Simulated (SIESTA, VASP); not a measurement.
A VASP calculation is set up with these files.

KPOINTS:
```
Automatic mesh
0
Gamma
5 5 5
0 0 0
```

POSCAR:
```
CsPbCl3
1
    5.7109800000     0.0000000000     0.0000000000
    0.0000000000     5.7109800000     0.0000000000
    0.0000000000     0.0000000000     5.7109800000
Cs Pb Cl
1 1 3
Direct
  0.0000000000   0.0000000000   0.0000000000
  0.5000000000   0.5000000000   0.5000000000
  0.5000000000   0.0000000000   0.5000000000
  0.0000000000   0.5000000000   0.5000000000
  0.5000000000   0.5000000000   0.0000000000
```

INCAR:
```
# general
SYSTEM =CsPbCl3
PREC   =Accurate
ENCUT  =300   # plane-wave cut-off (eV)
LREAL  =.FALSE.   # projection in real space or not
LASPH  =.TRUE.

# electronic loop
EDIFF  =1E-6   # SCF stop (eV)
NELM   =100   # most electronic steps
ALGO   =Normal   # blocked Davidson
LMAXMIX=4   # l cut-off of mixed one-centre charges

# smearing
ISMEAR =-1   # Fermi-Dirac
SIGMA  =0.02

# functional
GGA    =PE

# ions
ISIF   =2

# output
LWAVE  =.FALSE.
LCHARG =.FALSE.
```

POTCAR, in this order: Cs_sv Pb_d Cl (PBE.64 set). Program: vasp_std.

**Question.** Write an input for SIESTA that does the same calculation.

**Answer.** One input that does it (GGA PBE, numerical atomic orbitals DZP, PseudoDojo PBE standard norm-conserving potentials (rewritten from UPF to PSML)):
```
# files in the folder: Cs.psml Pb.psml Cl.psml (PseudoDojo PBE standard)
SystemName  CsPbCl3
SystemLabel cspbcl3

NumberOfAtoms                5
NumberOfSpecies              3
%block ChemicalSpeciesLabel
  1 55 Cs
  2 82 Pb
  3 17 Cl
%endblock ChemicalSpeciesLabel
LatticeConstant              1.0 Ang
%block LatticeVectors
     5.710980000    0.000000000    0.000000000
     0.000000000    5.710980000    0.000000000
     0.000000000    0.000000000    5.710980000
%endblock LatticeVectors
AtomicCoordinatesFormat      Ang
%block AtomicCoordinatesAndAtomicSpecies
     0.000000000    0.000000000    0.000000000  1
     2.855490000    2.855490000    2.855490000  2
     2.855490000    0.000000000    2.855490000  3
     0.000000000    2.855490000    2.855490000  3
     2.855490000    2.855490000    0.000000000  3
%endblock AtomicCoordinatesAndAtomicSpecies

XC.functional                GGA
XC.authors                   PBE
PAO.BasisSize                DZP
PAO.EnergyShift              0.01 Ry
MeshCutoff                   350 Ry
%block kgrid.MonkhorstPack
    5   0   0  0.0
    0   5   0  0.0
    0   0   5  0.0
%endblock kgrid.MonkhorstPack
OccupationFunction           FD
ElectronicTemperature        20.0 meV

MaxSCFIterations             150
SCF.Mixer.Method             Pulay
SCF.Mixer.Weight             0.1
SCF.Mixer.History            8
SCF.DM.Tolerance             1.0E-04
Diag.ParallelOverK           true
WriteForces                  true
```
Both inputs were run and reached self-consistency, which says nothing on mesh or cut-off. Potentials, basis and cut-offs are each code's own, so they don't translate, and total energies aren't comparable.

The structure is a typed CsPbCl3 crystal (Pm-3m). The cell was not relaxed at this level, and it may have been scaled.
